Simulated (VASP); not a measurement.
Method: LDA (Ceperley-Alder, Perdew-Zunger), VASP's LDA PAW potentials (set 64) (plane waves; VASP).

A VASP calculation is set up with these files.

POSCAR:
```
Ca
1.0
  0.0000000000   2.5032928668   2.5032928668
  2.5032928668   0.0000000000   2.5032928668
  2.5032928668   2.5032928668   0.0000000000
Ca
1
Cartesian
  0.0000000000   0.0000000000   0.0000000000
```

### INCAR
```
ALGO  =  Normal
EDIFF  =  1E-6
EDIFFG  =  -0.02
ENCUT  =  500
IBRION  =  2
ISIF  =  3
ISMEAR  =  1
LASPH  =  .True.
LCHARG  =  .False.
LREAL  =  .False.
LWAVE  =  .False.
NELM  =  100
NSW  =  40
PREC  =  Accurate
PSTRESS  =  50
SIGMA  =  0.1
SYSTEM  =  Ca
```

**KPOINTS**
```
kpoints
0
gamma
13 13 13
```

POTCAR, in this order: Ca_sv (LDA.64 set). Program: vasp_std.

What VASP printed:

OSZICAR:
```
       N       E                     dE             d eps       ncg     rms          rms(c)
DAV:   1     0.625599376507E+02    0.62560E+02   -0.53306E+03  1512   0.103E+03
DAV:   2    -0.917970633007E+00   -0.63478E+02   -0.62981E+02  1571   0.231E+02
DAV:   3    -0.210436878875E+01   -0.11864E+01   -0.11769E+01  2275   0.338E+01
DAV:   4    -0.214967329771E+01   -0.45305E-01   -0.45281E-01  2116   0.474E+00
DAV:   5    -0.215072768504E+01   -0.10544E-02   -0.10539E-02  2504   0.517E-01    0.206E+00
DAV:   6    -0.212528253184E+01    0.25445E-01   -0.18226E-02  1807   0.159E+00    0.123E+00
DAV:   7    -0.211539658881E+01    0.98859E-02   -0.21842E-02  2001   0.184E+00    0.106E-01
DAV:   8    -0.211499285864E+01    0.40373E-03   -0.20179E-03  1682   0.475E-01    0.225E-02
DAV:   9    -0.211499275292E+01    0.10572E-06   -0.72242E-05  2343   0.771E-02    0.963E-03
DAV:  10    -0.211499267719E+01    0.75724E-07   -0.39512E-06  1869   0.228E-02
   1 F= -.11358986E+01 E0= -.11362005E+01  d E =-.113590E+01
```

File OUTCAR:
```
------------------------ aborting loop because EDIFF is reached ----------------------------------------
  FORCE on cell =-STRESS in cart. coord.  units (eV):
  Direction    XX          YY          ZZ          XY          YZ          ZX
  --------------------------------------------------------------------------------------
  Total        0.9646485      0.9646485      0.9646485      0.0000000      0.0000000      0.0000000
  in kB       49.2623006     49.2623006     49.2623006      0.0000000      0.0000000      0.0000000
  external PRESSURE =      -0.7376994 kB  Pullay stress =      50.0000000 kB
  volume of cell :       31.37
      direct lattice vectors                 reciprocal lattice vectors
     0.000000000  2.503292867  2.503292867    -0.199736917  0.199736917  0.199736917
     2.503292867  0.000000000  2.503292867     0.199736917 -0.199736917  0.199736917
     2.503292867  2.503292867  0.000000000     0.199736917  0.199736917 -0.199736917
 POSITION                                       TOTAL-FORCE (eV/Angst)
 -----------------------------------------------------------------------------------
      0.00000      0.00000      0.00000         0.000000     -0.000000      0.000000
 -----------------------------------------------------------------------------------
    total drift:                               -0.000000      0.000000     -0.000000
  FREE ENERGIE OF THE ION-ELECTRON SYSTEM (eV)
  ---------------------------------------------------
  free  energy   TOTEN  =        -2.1149926772 eV

  energy  without entropy=       -2.1158983388  energy(sigma->0) =       -2.11529456
  enthalpy is  TOTEN    =        -1.1358986458 eV   P V=        0.9790940314

 reached required accuracy - stopping structural energy minimisation
```
(Selected blocks of OUTCAR.)

The compound is Ca in the fcc structure. It was relaxed first under an external pressure of 5 GPa.
